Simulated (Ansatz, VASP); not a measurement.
## Cross-check of Zr (Zirconium) between VASP and Ansatz

One calculation is typed for both programs; each brings its own data sets and cutoff. How far apart do they land? The structure shown is the end of the VASP relaxation below.

Method: plane waves, with VASP 6.6.1 beside it; single point at PBEsol with D3(BJ), in Ansatz 0.2.0.

## 1. The structure

It takes space group P6_3/mmc (No. 194, hexagonal). Conventional cell: a = 3.115 Å, b = 3.115 Å, c = 5.034 Å, α = 90.00°, β = 90.00°, γ = 120.00°. Zr has 12 Zr at 3.09 to 3.12 Å nearest.

Structure file:

```xyz
2
Lattice="3.1152 0.0000 0.0000 -1.5576 2.6978 0.0000 0.0000 0.0000 5.0341" Properties=species:S:1:pos:R:3 pbc="T T T"
Zr    1.5576    0.8993    3.7756
Zr    0.0000    1.7985    1.2585
```

## 2. VASP: relaxation, PBEsol with D3(BJ)

This run makes the geometry at which the two programs are then compared.

Lines of VASP's logs that name or quote its potential files are left out, and so is its time.

The input, INCAR:

```
SYSTEM = Zr
PREC = Accurate
ENCUT = 450
EDIFF = 1E-06
NELM = 100
ISMEAR = 1
SIGMA = 0.1
LREAL = .FALSE.
ALGO = Normal
GGA = PS
IVDW = 12
NBANDS = 18
LORBIT = 11
LWAVE = .FALSE.
LCHARG = .FALSE.
KPAR = 2
IBRION = 2
NSW = 30
ISIF = 4
EDIFFG = -0.01
```

The input, POSCAR:

```
Zr
1.0
    3.1171874946      0.0000000000      0.0000000000
   -1.5585937473      2.6995635586      0.0000000000
    0.0000000000      0.0000000000      5.0276091126
Zr
2
Direct
    0.6666666667      0.3333333333      0.7500000000
    0.3333333333      0.6666666667      0.2500000000
```

The input, KPOINTS:

```
Automatic mesh
0
Gamma
10 10 6
0 0 0
```

Potentials, in the order of the species: Zr_sv (PBE family, release 64).

Started as:

```bash
mpirun -np 2 vasp_std
```

Numbers of over 12 decimals in the logs are rounded to 6 here.

Log:

```text
[banner, memory and clock lines left out]
running    2 mpi-ranks, on    1 nodes
 distrk:  each k-point on    1 cores,    2 groups
 distr:  one band on    1 cores,    1 groups

 POSCAR found type information on POSCAR Zr
 POSCAR found :  1 types and       2 ions
|                                                                             |
|               ----> ADVICE to this user running VASP <----                  |
|                                                                             |
|     You enforced a specific xc type in the INCAR file but a different       |
|     [... a line on the potential file left out ...]
|     I HOPE YOU KNOW WHAT YOU ARE DOING!                                     |
|                                                                             |

 LDA part: xc-table for (Slater+PW92), standard interpolation
 POSCAR, INCAR and KPOINTS ok, starting setup
 FFT: planning ... GRIDC
 FFT: planning ... GRID_SOFT
 FFT: planning ... GRID
 WAVECAR not read
 entering main loop
       N       E                     dE             d eps       ncg     rms          rms(c)
DAV:   1     0.197682473650E+03    0.19768E+03   -0.12636E+04  2016   0.121E+03
DAV:   2    -0.362777090680E+01   -0.20131E+03   -0.19817E+03  2410   0.365E+02
DAV:   3    -0.184801095589E+02   -0.14852E+02   -0.14644E+02  3644   0.700E+01
DAV:   4    -0.188020443655E+02   -0.32193E+00   -0.32126E+00  2348   0.111E+01
DAV:   5    -0.188103056877E+02   -0.82613E-02   -0.82587E-02  2944   0.128E+00    0.180E+01
DAV:   6    -0.182229387524E+02    0.58737E+00   -0.87973E-01  2156   0.758E+00    0.752E+00
DAV:   7    -0.181102251437E+02    0.11271E+00   -0.62122E-01  2962   0.547E+00    0.117E+00
DAV:   8    -0.181155572537E+02   -0.53321E-02   -0.39147E-02  2592   0.161E+00    0.275E-01
DAV:   9    -0.181158299531E+02   -0.27270E-03   -0.12906E-03  2612   0.343E-01    0.313E-02
DAV:  10    -0.181158007892E+02    0.29164E-04   -0.36429E-05  2830   0.404E-02    0.241E-02
DAV:  11    -0.181158021773E+02   -0.13882E-05   -0.96740E-06  2166   0.365E-02    0.306E-03
DAV:  12    -0.181158020551E+02    0.12225E-06   -0.27259E-07  1186   0.376E-03
   1 F= -.19384530E+02 E0= -.19384857E+02  d E =-.193845E+02
 curvature:   0.00 expect dE= 0.000E+00 dE for cont linesearch  0.000E+00
 trial: gam= 0.00000 g(F)=  0.428E-46 g(S)=  0.104E-03 ort = 0.000E+00 (trialstep = 0.100E+01)
 search vector abs. value=  0.104E-03
 bond charge predicted
       N       E                     dE             d eps       ncg     rms          rms(c)
DAV:   1    -0.181162979254E+02   -0.49575E-03   -0.25483E-02  2046   0.138E+00    0.117E-01
DAV:   2    -0.181159583737E+02    0.33955E-03   -0.75102E-04  2166   0.202E-01    0.542E-02
DAV:   3    -0.181158630601E+02    0.95314E-04   -0.33491E-04  2448   0.125E-01    0.910E-03
DAV:   4    -0.181158635321E+02   -0.47206E-06   -0.46151E-06  2214   0.199E-02
   2 F= -.19384591E+02 E0= -.19384936E+02  d E =-.616120E-04
 trial-energy change:   -0.000062  1 .order   -0.000066   -0.000104   -0.000029
 step:   1.3829(harm=  1.3829)  dis= 0.00000  next Energy=   -19.384602 (dE=-0.720E-04)
 reached required accuracy - stopping structural energy minimisation
```

OUTCAR, selected parts (step 2):

```text
ion  position               nearest neighbor table
   1  0.667  0.333  0.750-   2 3.09   2 3.09   2 3.09   2 3.09   2 3.09   2 3.09
   2  0.333  0.667  0.250-   1 3.09   1 3.09   1 3.09   1 3.09   1 3.09   1 3.09

  LATTYP: Found a hexagonal cell.
 ALAT       =     3.1171874946
 C/A-ratio  =     1.6128670865

 Subroutine GETGRP returns: Found 24 space group operations
 (whereof 12 operations were pure point group operations)

The static configuration has the point symmetry D_3d.
 The point group associated with its full space group is D_6h.

 Found     56 irreducible k-points:

   k-points           NKPTS =     56   k-points in BZ     NKDIM =     56   number of bands    NBANDS=     18

   dimension x,y,z NGX =    24 NGY =   24 NGZ =   36
   dimension x,y,z NGXF=    48 NGYF=   48 NGZF=   72

   ENCUT  =  450.0 eV  33.07 Ry    5.75 a.u.   5.39  5.39  8.70*2*pi/ulx,y,z

   NELECT =      24.0000    total number of electrons

 k-points in reciprocal lattice and weights: Automatic mesh
   0.00000000  0.00000000  0.00000000       0.002
   0.10000000  0.00000000  0.00000000       0.010
   0.20000000  0.00000000  0.00000000       0.010
   0.30000000 -0.00000000  0.00000000       0.010
   0.40000000  0.00000000  0.00000000       0.010
   0.50000000  0.00000000  0.00000000       0.005
   0.10000000  0.10000000  0.00000000       0.010
   0.20000000  0.10000000  0.00000000       0.020
   0.30000000  0.10000000  0.00000000       0.020
[...]
0.40000000  0.20000000  0.50000000       0.010
   0.30000000  0.30000000  0.50000000       0.010

 Edisp (eV)   -1.26873

 average (electrostatic) potential at core
       1 -73.0520       2 -73.0520

 E-fermi :   9.9776

 k-point     1 :       0.0000    0.0000    0.0000
  band No.  band energies     occupation
    ...
      6     -15.9836      2.00000
      7     -15.9620      2.00000
      8     -15.9620      2.00000
      9       4.1471      2.00000
     10       6.6587      2.00000
     11      10.8606     -0.00000
     12      10.8606     -0.00000
     13      10.8768     -0.00000
     14      11.4405     -0.00000
     15      11.6165     -0.00000
    ...

 k-point     2 :       0.1000    0.0000    0.0000
  band No.  band energies     occupation
    ...
      6     -16.0621      2.00000
      7     -15.9998      2.00000
      8     -15.9750      2.00000
      9       4.4619      2.00000
     10       6.9484      2.00000
     11      10.2061     -0.00574
     12      10.7842     -0.00000
     13      11.1572     -0.00000
     14      11.2820     -0.00000
     15      11.4397     -0.00000
    ...

 k-point     3 :       0.2000    0.0000    0.0000
  band No.  band energies     occupation
    ...
      8     -16.0121      2.00000
      9       5.3012      2.00000
     10       7.5760      2.00000
     11       9.5187      2.00000
     12       9.5510      2.00000
     13      10.7724     -0.00000
     14      11.5624     -0.00000
     15      11.6029     -0.00000
     16      12.0173      0.00000
     17      12.1284      0.00000
    ...

 Edisp (eV)   -1.26873

  Total       0.40116     0.40116     0.42343     0.00000    -0.00000     0.00000
  in kB      15.19182    15.19182    16.03531     0.00000    -0.00000     0.00000
  external pressure =       15.47 kB  Pullay stress =        0.00 kB

  energy-cutoff  :      450.00
  volume of cell :       42.31
      direct lattice vectors                 reciprocal lattice vectors
     3.115172590  0.000000000  0.000000000     0.321009501  0.185334922 -0.000000000
    -1.557586295  2.697818600 -0.000000000     0.000000000  0.370669844 -0.000000000
     0.000000000  0.000000000  5.034114967     0.000000000  0.000000000  0.198644649

 POSITION                                       TOTAL-FORCE (eV/Angst)
 -----------------------------------------------------------------------------------
      1.55759      0.89927      3.77559        -0.000000     -0.000000      0.000000
     -0.00000      1.79855      1.25853         0.000000      0.000000      0.000000
 -----------------------------------------------------------------------------------
    total drift:                               -0.000000      0.000000     -0.000000

  FREE ENERGIE OF THE ION-ELECTRON SYSTEM (eV)
  ---------------------------------------------------
  free  energy   TOTEN  =       -19.3845914557 eV

  energy  without entropy=      -19.3856237159  energy(sigma->0) =      -19.38493554

 reached required accuracy - stopping structural energy minimisation

 total charge
# of ion       s       p       d       tot
------------------------------------------
    1        2.252   5.957   1.742   9.952
    2        2.252   5.957   1.742   9.952
--------------------------------------------------
tot          4.505  11.915   3.484  19.903

[... 3 further parts left out ...]
```

Dispersion corrections of this kind ignore metallic screening and tend to overbind metals.

## 3. Ansatz: single point, PBEsol with D3(BJ)

Ansatz runs on its default PAW (the set named soft_2) files.

The same cell, functional, mesh and smearing now go to Ansatz, which takes its cutoff from its data sets.

The input, input.yaml:

```yaml
crystal:
  lattice:
    - [3.11517259, 0.0, 0.0]
    - [-1.55758629, 2.6978186, 0.0]
    - [0.0, 0.0, 5.03411497]
  atoms:
    - { symbol: Zr, position: [0.66666667, 0.33333333, 0.75] }
    - { symbol: Zr, position: [0.33333333, 0.66666667, 0.25] }
hamiltonian:
  xc: pbesol
  pseudopotentials: { kind: paw }
  dispersion: d3bj
kpoints:
  mp_grid: { grid: [10, 10, 6] }
scf:
  occupations: { method: methfessel_paxton, width: 0.1 }
  n_extra_bands: 4
output:
  forces: true
  stress: true
  eigenvalues: true
```

Started as:

```bash
ansatz run input.yaml --threads 2 --pin off --max-ram 4608MiB --backend cpu --events-out ev --progress --plain --runs-dir out
```

Log:

```text
scf.n_extra_bands = 4 over 12 filled bands (N_el = 24.0): the run solves 16 bands
Engine: ansatz 0.2.0, aarch64-unknown-linux-gnu
Pseudopotentials: kind: paw
Pseudopotential: Zr, paw, valence charge 12, recommended cutoff 420 eV (normal), Zr.paw.azcp
Functional definition: PBEsol
  exchange = pbesol_x
  correlation = pbesol_c
Crystal: 2 atoms, lattice volume = 42.308 Å³
Basis set: ecut = 420 eV, 833 PW (Γ), exchange–correlation on 48×48×72 points (8 copies of the dense FFT grid, shifted against one another)
Bands: 16, of which v1, the nominal top of the filled ones, is band 12 counted from 1 (11 counted from 0)
Symmetry: 24 space group operations
Space group: P63/mmc (ITA 194), of the structure as read, at distance tolerance 3.5e-5 Å
k-points: 56 of 600
Non-local potential: Zr, projectors of the file, l = 0: 3, l = 1: 2, l = 2: 2, l = 3: 2
PAW form: soft (Blöchl's): semilocal exchange-correlation on the pseudo side does not see the compensation charge
PAW frozen core: Zr, regenerated for the run's functional, and the local potential with it (the file was generated under x = pbe(κ = 0.804, μ = 0.219515), c = pbe(β = 0.066725))
PAW one-centre angular grid: Zr, 590 points (default); XC on 64 Gauss nodes
Initial density: superposition of atomic densities (neutral atoms: chi_scale 0, normalization atom), corrected by the library's trained network
Initial wavefunctions: pseudopotential atomic-orbital guess
Functional: x = pbesol(κ = 0.804, μ = 0.123457), c = pbesol(β = 0.046)
SCF iter   1: F=—  HF=-8258.497036 eV  |F-HF|=—  |Δ(HF+E_count)|=         —  Δρ=3.71e-3  dr2=2.36e-3  ethr=1.77e-3  ⟨swp⟩=4.9  Hψ=3815  notcnv=0
preconditioner: auto → none  [metal: Δε(μ)=0.058 eV  Ē_g=3.409 eV  σ=0.100 eV  W_gap=0.47  n_scr=8 (ndim 8)  ℏωp=16.1 eV  f_vac=0.000  D(μ)=1.39/eV (n_scr^D=8)  sad-step TF]
SCF iter   2: F=—  HF=-8258.496137 eV  |F-HF|=—  |Δ(HF+E_count)|=   8.99e-4  S|Δr|=    0.00e0  Δρ=2.14e-3  dr2=7.77e-4  ethr=9.83e-6  ⟨swp⟩=2.8  Hψ=1942  notcnv=0
SCF iter   3: F=—  HF=-8258.496200 eV  |F-HF|=—  |Δ(HF+E_count)|=   6.36e-5  S|Δr|=    0.00e0  Δρ=3.02e-4  dr2=3.39e-5  ethr=3.24e-6  ⟨swp⟩=2.2  Hψ=1067  notcnv=0
SCF iter   4: F=—  HF=-8258.496180 eV  |F-HF|=—  |Δ(HF+E_count)|=   2.04e-5  S|Δr|=    0.00e0  Δρ=8.41e-5  dr2=1.22e-6  ethr=1.41e-7  ⟨swp⟩=2.2  Hψ=1388  notcnv=0
SCF iter   5: F=-8258.496180 eV  HF=-8258.496180 eV  |F-HF|=4.38e-8  |Δ(HF+E_count)|=   2.91e-7  S|Δr|=    0.00e0  Δρ=1.46e-5  dr2=5.99e-8  ethr=4.17e-10  ⟨swp⟩=5.2  Hψ=4039  notcnv=0
SCF 1 converged in 5 iterations: F = -8258.496180 eV  dr2 = 5.99e-8
  greatest PAW one-centre occupation: 0.997 electrons in one spin orbital (limit 2), on the Zr atom at site 1 (counted from 0), in its partial waves of l = 0
SCF converged after 5 iterations
Stability not checked: this state was not tested for a lower state beside it, because cold or Methfessel-Paxton smearing, or corrected tetrahedra, fill the levels in a way that the test cannot read (fill_not_monotonic; see scf.lower_state_search)
Free energy (F): -8258.496180 eV
Harris-Foulkes:  -8258.496180 eV  (|F-HF|=4.38e-8)
Internal energy: -8258.497204 eV  (E = F + TS)
E sigma→0 (E₀):  -8258.496436 eV
Entropy (-TS):   0.001024 eV (0.512 meV/atom)
Fermi energy:    15.497665 eV
--- Per-component energies (eV) ---
  E_band       = -154.565632
  E_kinetic    = 670.587521
  E_local      = -1166.030520  (includes V_loc(G=0)·N_el)
  E_nonlocal   = 165.348847
  E_hartree    = 361.168538
  E_xc         = -322.337159
  E_vxc        = -382.597915  (∫ρ·V_xc dr)
  E_paw        = -5800.927115  (= ΣΔE_a)
  E_vpaw       = -164.202719  (= ΣTr[D̂ρ^β])
  E_aug_tail   = 0.000048  (compensation charges beyond the density's cutoff)
  E_ewald      = -2165.369646
  E_disp       = -1.269159  (pairwise vdW)
  E_core_change = 0.331441  (= ΣΔE_core)
  E_smearing   = 0.001024  (= −TS)
  E_closure    = 0.000000  (closes the sum)
  Σ components = -8258.496180   (vs F -8258.496180, Δ=0.00e0)
--- Forces (eV/Å), atoms counted from 1 ---
  atom   1  Zr    -0.00000000     0.00000000     0.00000000
  atom   2  Zr     0.00000000    -0.00000000     0.00000000
  max |Σ_I F_I| component: 9.25e-18 eV/Å
--- Stress (GPa, compression-positive) ---
        1.396535       0.000000       0.000000
        0.000000       1.396535       0.000000
        0.000000       0.000000       1.465198
  P = ⅓ Tr σ = 1.4194 GPa (14.194 kbar)
--- Band table (eV; the first three rows and the last of 56) ---
  k-point 0: bands = [... 8 lower, 9.6774, 12.1823, 16.3801, 16.3801, 16.3955, 16.9622, 17.1356, 17.1356]
  k-point 1: bands = [... 8 lower, 9.9304, 12.1902, 16.2089, 16.2769, 16.2769, 16.5032, 16.9594, 16.9594]
  k-point 2: bands = [... 8 lower, 10.6144, 12.0576, 15.7156, 15.7790, 16.1930, 16.1930, 16.6003, 16.6003]
  k-point 55: bands = [... 8 lower, 13.5576, 13.5576, 14.4072, 14.4072, 15.5429, 15.5429, 17.6059, 17.6059]
```

It took 1.7 s on 2 threads of Arm Neoverse N1, shared host; peak memory 0.32 GiB; 3 s of CPU time.

The run ends at a pressure of 1.42 GPa.

## 4. Differences

Known differences besides the PAW data sets themselves: the cutoff is 420 eV in Ansatz and 450 eV in VASP; Ansatz makes its cores anew for this functional, VASP keeps those of its PBE data sets; VASP leaves aspherical gradient terms in its spheres out (LASPH is not set), Ansatz keeps them. Total energies have different zeros and are not compared.

The two programs side by side:

```
      quantity  Ansatz  VASP  difference
pressure (GPa)    1.42  1.55       -0.13
```

## 5. Summary of results

| Property | Result |
| --- | --- |
| difference in pressure (single point, PBEsol with D3(BJ), volume scaled by 0.985) | -0.13 GPa |

The difference in pressure is -0.13 GPa (single point, PBEsol with D3(BJ)), within the 1 GPa picked in this series as the mark of a large difference. Differences of this kind measure data sets and numerical settings, not the functional's error against experiment.

[Lines on the potential files, build, host, timing and source positions are cut from VASP's logs without a mark.]

[Logs are printed without paths, hosts, clocks, repeated set-up lines and the standing remarks that a program may print on its own settings, such as how far it seeks lower states.]

[Hosts, paths, dates, database ids (printed as entryN), source tags and the programs' standing remarks are cut or masked in the printed files.]
